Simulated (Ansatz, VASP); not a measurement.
# SnO2 (amorphous SnO2) in two plane-wave programs, part 3 of 3

One calculation is typed for both programs; each brings its own data sets. How far apart do they land? Of the first pair: The cell is taken from a series of runs on this material, whose earlier steps may have relaxed, scaled, displaced or heated it; both programs get it as it stands.

VASP 6.6.1 and Ansatz 0.2.0.

So far. Step 6 (VASP: single point, PBE, pair 2): The run ends at a pressure of 3.57 GPa, with forces up to 1.1 eV/Å.

## (9) VASP: single point, PBE, start cell, pair 3

Level of this step: PBE, spin-polarised from a ferromagnetic start; plane waves and PAW (Sn_d, O) (VASP).

The same cell, functional, mesh and smearing now go to VASP, with its own data sets.

Contents of INCAR:

```
SYSTEM = SnO2
PREC = Accurate
ENCUT = 520
EDIFF = 1E-06
NELM = 200
ISMEAR = -1
SIGMA = 0.01
LREAL = Auto
ALGO = Normal
GGA = PE
NELECT = 625
NBANDS = 368
ISPIN = 2
MAGMOM = 0 0 0 0 0 0 0 0 0.01 0 0 0 0 0 0 0.01 0 0 0 0.01 0.01 0 0 0 0 0 0.01 0.01 0.01 0 0 0 0.01 0.02 0 0 0.02 0.02 0.01 0 0 0.02 0 0.01 0 0 0.01 0.01 0 0 0.01 0.01 0.01 0 0.01 0.01 0 0.01 0 0.01 0.01 0.01 0 0 0.01 0 0.01 0 0.01 0 0.01 0.01
LORBIT = 11
LWAVE = .FALSE.
LCHARG = .FALSE.
ISIF = 2
LASPH = .TRUE.
GGA_COMPAT = .FALSE.
NCORE = 2
```

Contents of POSCAR:

```
SnO2
1.0
    9.8508900000      0.0000000000      0.0000000000
    0.0000000000      9.8508900000      0.0000000000
    0.0000000000      0.0000000000      9.8508900000
Sn O
24 48
Direct
    0.7229296033      0.6751775728      0.3313913768
    0.0506553215      0.2203151187      0.4223070200
    0.5102686153      0.1905005538      0.0847334606
    0.7684381817      0.4659883523      0.5753591807
    0.2379074378      0.6999164542      0.3553079976
    0.4703635915      0.6988607121      0.5903629012
    0.9880020993      0.2178483365      0.9531321535
    0.2060727508      0.4806469263      0.7555357942
    0.2183356022      0.0457420599      0.1835773214
    0.5854090341      0.9894841989      0.4904734496
    0.8104851440      0.0181506443      0.2295021059
    0.9878295261      0.7297411706      0.1154718000
    0.8243214572      0.5384691129      0.9373772319
    0.9922555221      0.6944550188      0.6407035303
    0.2458661096      0.8019275416      0.8828948450
    0.3768187443      0.2834972272      0.4428026300
    0.4954679222      0.8680433951      0.1319474687
    0.2027532538      0.9792211668      0.5968293220
    0.4622323465      0.5510974135      0.0568578068
    0.1238974346      0.4326614143      0.1827753634
    0.7955220290      0.9327380572      0.8718806118
    0.8212151389      0.1409009744      0.6261667727
    0.5235770575      0.3795697648      0.7785895488
    0.7561144221      0.3763314787      0.2115240349
    0.8661653922      0.5500822768      0.7404813169
    0.6017121296      0.9564516506      0.2813349860
    0.3773567667      0.0215716549      0.0482392961
    0.3577443256      0.3587188569      0.6421653272
    0.6507533837      0.9561369582      0.0186176071
    0.3732962199      0.1915664473      0.2433181164
    0.8477102069      0.7464300180      0.9636895753
    0.6943738078      0.1839935275      0.1921450752
    0.3567393403      0.4484467901      0.9017662364
    0.9087199228      0.8651096500      0.7105449355
    0.6183096147      0.5270285223      0.9162522371
    0.4075266296      0.9039183262      0.5672482385
    0.5486001772      0.1923684053      0.4866565356
    0.0767544861      0.3310259276      0.8099268188
    0.8287779074      0.3424157614      0.0052279540
    0.8575164274      0.8198650071      0.2530126720
    0.5480824575      0.3881070644      0.1486769216
    0.6719189840      0.0058979442      0.6866181634
    0.3407204831      0.6765378560      0.7388063414
    0.0415799994      0.0562385734      0.2913036284
    0.1396219022      0.8591203434      0.0615375870
    0.8611912223      0.6304404983      0.4859154858
    0.3840871231      0.5982403620      0.4392801057
    0.5246429510      0.2104073845      0.8889653625
    0.1323433720      0.8077747290      0.5094362032
    0.2498048400      0.1231563849      0.4638362625
    0.1509000710      0.2358771644      0.0823072839
    0.7021903605      0.3102460793      0.6938662395
    0.9140493905      0.0313677241      0.0483306584
    0.1031683432      0.6684472164      0.8274480783
    0.3172505225      0.8726318130      0.2719145174
    0.7875227518      0.0482595989      0.4379705793
    0.8751087465      0.1180908527      0.8191645628
    0.2180513639      0.9793531346      0.7956641481
    0.9548578859      0.3302442723      0.2606160459
    0.1141825764      0.5377483659      0.5843938974
    0.2916284721      0.5528840541      0.1740756419
    0.0295404781      0.5388650163      0.0289821529
    0.6779387446      0.4678765066      0.3833968301
    0.5839167832      0.5396365202      0.6465913232
    0.0652022305      0.6277706887      0.2817714948
    0.5576247425      0.6837047211      0.1993931513
    0.0267590035      0.0941031724      0.5849928281
    0.8038258472      0.5710956066      0.1624827807
    0.6312627590      0.7795336259      0.4883112084
    0.8941121056      0.3079823244      0.5231303974
    0.4122673180      0.7458412387      0.9876975583
    0.1946220088      0.3647284662      0.3728800139
```

Contents of KPOINTS:

```
Automatic mesh
0
Gamma
1 1 1
0 0 0
```

The projector-augmented-wave data sets are Sn_d and O (PBE family, release 64).

On the command line:

```console
$ mpirun -np 8 vasp_gam
```

Numbers of over 12 decimals in the logs are rounded to 6 here.

The log of the run:

```text
[... set-up lines as in an earlier step ...]
 entering main loop
       N       E                     dE             d eps       ncg     rms          rms(c)
DAV:   1     0.176233821337E+05    0.17623E+05   -0.24570E+05  1496   0.302E+03
DAV:   2     0.407559225362E+04   -0.13548E+05   -0.12988E+05  1472   0.951E+02
DAV:   3     0.137503124613E+03   -0.39381E+04   -0.36658E+04  1544   0.377E+02
DAV:   4    -0.468256169667E+03   -0.60576E+03   -0.58777E+03  1704   0.157E+02
DAV:   5    -0.503186125246E+03   -0.34930E+02   -0.34341E+02  1736   0.371E+01BRMIX: very serious problems
 the old and the new charge density differ
 old charge density:   624.00000 new  625.00000
    0.545E+01
DAV:   6    -0.422336009873E+03    0.80850E+02   -0.30770E+02  2248   0.788E+01    0.190E+01
DAV:   7    -0.425055704795E+03   -0.27197E+01   -0.43291E+01  1648   0.116E+01    0.119E+01
DAV:   8    -0.424823404320E+03    0.23230E+00   -0.65780E+00  2000   0.817E+00    0.381E+00
DAV:   9    -0.424491784498E+03    0.33162E+00   -0.17350E+00  2072   0.542E+00    0.802E-01
[...]
DAV:  18    -0.424529131301E+03   -0.15940E-04   -0.21054E-05  1744   0.143E-02    0.782E-03
DAV:  19    -0.424529134345E+03   -0.30441E-05   -0.59945E-06  1424   0.712E-03    0.288E-03
DAV:  20    -0.424529134954E+03   -0.60970E-06   -0.11291E-06   880   0.357E-03
   1 F= -.42452913E+03 E0= -.42452570E+03  d E =-.686041E-02  mag=     0.7830
```

Parts of OUTCAR (step 9):

```text
  FREE ENERGIE OF THE ION-ELECTRON SYSTEM (eV)
  ---------------------------------------------------
  free  energy   TOTEN  =      -424.5291349543 eV

  energy  without entropy=     -424.5222745426  energy(sigma->0) =     -424.52570475

 magnetization (x)
# of ion       s       p       d       tot
------------------------------------------
    1        0.013   0.001   0.000   0.014
    2        0.011   0.001   0.000   0.012
    3        0.012   0.002   0.001   0.014
    4        0.007   0.000   0.000   0.008
    5        0.009   0.000   0.001   0.010
    6        0.007   0.001   0.000   0.008
    7        0.010   0.001   0.000   0.011
    8        0.006  -0.000   0.000   0.007
    9        0.018   0.001   0.002   0.020
   10        0.011   0.000   0.000   0.011
   11        0.014   0.001   0.001   0.015
   12        0.012   0.001   0.000   0.013
   13        0.010   0.001   0.000   0.010
[...]
--------------------------------------------------
tot          0.376   0.203   0.013   0.591

[... 1 part as in an earlier step ...]

[... 1 further part left out ...]
[key lines of the parts left out:]
E-fermi :   5.5471
```

The run ends at a pressure of 6.46 GPa, with forces up to 0.26 eV/Å.

## (10) Comparison

What differs besides the data sets and the points named for the pairs above, as far as they apply: VASP starts from the moments at which Ansatz ended; the cutoff is 420 eV in Ansatz and 520 eV in VASP (PREC = Accurate, projectors in real space). Total energies have different zeros and are not compared.

Forces on 8 of the 72 atoms, those with the largest forces and the largest differences (eV/Å; atoms numbered as in POSCAR):

| atom | Ansatz x, y, z | VASP x, y, z |
| --- | --- | --- |
| Sn10 | 0.071, 0.088, 0.049 | 0.054, 0.093, 0.051 |
| Sn15 | -0.031, 0.066, 0.066 | -0.013, 0.092, 0.085 |
| Sn16 | 0.127, 0.134, -0.056 | 0.144, 0.204, -0.076 |
| Sn22 | -0.079, -0.102, -0.007 | -0.075, -0.091, -0.007 |
| O28 | -0.003, 0.038, 0.108 | -0.020, 0.042, 0.116 |
| O44 | -0.094, 0.018, 0.006 | -0.141, -0.017, -0.008 |
| O47 | 0.074, -0.058, 0.038 | 0.100, -0.126, 0.020 |
| O60 | -0.002, 0.008, -0.021 | 0.005, -0.007, -0.109 |

The forces differ by 21 meV/Å r.m.s., which is 40.5 % of the r.m.s. force of 0.051 eV/Å (both taken over all components). Moments aren't recorded for both runs of this pair, so they may hold unlike magnetic states. The cell carries a charge of -1 e against a uniform background, so its pressure also hangs on how the neutralising background is counted, and in a defect's cell a gap may be the spacing between its levels.

## (11) Outcome

```yaml
r_m_s_force_difference_single_point_pbe_pair_1: 20 meV/Å
r_m_s_force_difference_single_point_pbe_pair_2: 19 meV/Å
r_m_s_force_difference_single_point_pbe_start_cell_pair_3: 21 meV/Å
```

What this shows: The r.m.s. force difference is 21 meV/Å (single point, PBE, start cell, pair 3), beyond the 12 meV/Å picked in this series as the mark of a large difference. What causes the difference of the single point, PBE, pair 1 pair stays open here. What causes the difference of the single point, PBE, pair 2 pair stays open here. What causes the difference of the single point, PBE, start cell, pair 3 pair stays open here. 2 further pairs of this series are not shown here. Such differences can come from data sets, numerical settings and the points named under the comparisons, not from the functional's error against experiment.

[Lines on the potential files, build, host, timing and source positions are cut from VASP's logs without a mark.]

[Logs are printed without paths, hosts, clocks, repeated set-up lines and the standing remarks that a program may print on its own settings, such as how far it seeks lower states.]

[Hosts, paths, dates, database ids (printed as entryN), source tags and the programs' standing remarks are cut or masked in the printed files.]
